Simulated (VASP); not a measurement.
These are LDA (Ceperley-Alder, Perdew-Zunger), VASP's LDA PAW potentials (set 64) (plane waves; VASP) values and carry that method's errors.

Input for VASP

**KPOINTS**
```
kpoints
0
Gamma
 7 7 7
0 0 0
```

### INCAR
```
# general
SYSTEM  = Ta2Si
PREC    = Accurate
ENCUT   = 300
LREAL   = .False.
LASPH   = .True.

# electronic loop
EDIFF   = 1E-6
NELM    = 100
ALGO    = Normal
LMAXMIX = 6

# smearing
ISMEAR  = 0
SIGMA   = 0.1

# ions
ISIF    = 2

# output
LWAVE   = .False.
LCHARG  = .False.
```

**POSCAR**
```
Ta2Si
6.175530
 -0.5000000000   0.5000000000   0.4086515651
  0.5000000000  -0.5000000000   0.4086515651
  0.5000000000   0.5000000000  -0.4086515651
Ta Si
4 2
Cartesian
  0.3364100000   0.1635900000   0.4086515651
  0.1635900000   0.3364100000   0.0000000000
 -0.1635900000   0.3364100000   0.4086515651
  0.6635900000   0.1635900000  -0.0000000000
  0.0000000000   0.0000000000   0.2043257826
  0.0000000000  -0.0000000000   0.6129773477
```

POTCAR, in this order: Ta_pv Si (LDA.64 set). Program: vasp_std.

At this cut-off the stress carries a Pulay error, which pulls relaxed volumes low. Unless said otherwise, spin-orbit coupling is left out, though it shifts the bands of the heavy elements here.

**Question.** Estimate the energy per atom (σ→0), pressure, largest force, band gap (on the k-mesh).

**Answer.** 
```yaml
energy per atom (σ→0): -11.107 eV/atom
band gap (on the k-mesh): none (metal, semimetal or under 0.01 eV)
pressure: -7.35 GPa
largest_force: 0.074 eV/Å
```

OSZICAR:
```
...
DAV:   6    -0.671229173323E+02    0.31270E+01   -0.97343E+00  2824   0.158E+01    0.143E+01
DAV:   7    -0.666900873883E+02    0.43283E+00   -0.15903E+00  3198   0.711E+00    0.321E+00
DAV:   8    -0.666563716942E+02    0.33716E-01   -0.59610E-02  3094   0.113E+00    0.647E-01
DAV:   9    -0.666528855751E+02    0.34861E-02   -0.75236E-03  3114   0.492E-01    0.167E-01
DAV:  10    -0.666526944381E+02    0.19114E-03   -0.39023E-04  3190   0.130E-01    0.701E-02
DAV:  11    -0.666526873571E+02    0.70809E-05   -0.38070E-05  3026   0.359E-02    0.248E-02
DAV:  12    -0.666526868950E+02    0.46218E-06   -0.48880E-06  2700   0.141E-02
   1 F= -.66652687E+02 E0= -.66642351E+02  d E =-.206709E-01
```

The structure comes from a computed database's Ta2Si entry (I4/mcm); how it stands against other phases isn't given here. The cell was not relaxed at this level.
